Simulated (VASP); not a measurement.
Here is the system:

```
TiB2
1.0
    1.50670    -2.60968     0.00000
    1.50670     2.60968     0.00000
    0.00000     0.00000     3.23572
Ti B
1 2
Direct
  0.00000   0.00000   0.00000
  0.33333   0.66667   0.50000
  0.66667   0.33333   0.50000
```

Computed with MS2 meta-GGA, VASP's PBE PAW potentials (set 64) (plane waves; VASP). Run with 520 eV cut-off, 13×13×11 Γ-centred mesh, tetrahedra with Blöchl corrections, potentials Ti_sv B.

The cores are frozen, which limits the accuracy of field gradients.

Task: Give the principal components of the electric field gradient (V/Å²) and the asymmetry η at each nucleus.

Result: 
```tsv
atom	Vxx	Vyy	Vzz	η
Ti1	-10.2	-10.2	20.5	0.00
B2	-3.5	-3.5	7.0	0.00
B3	-3.5	-3.5	7.0	0.00
```

The compound is TiB2 in the AlB2 type structure. It was relaxed first.
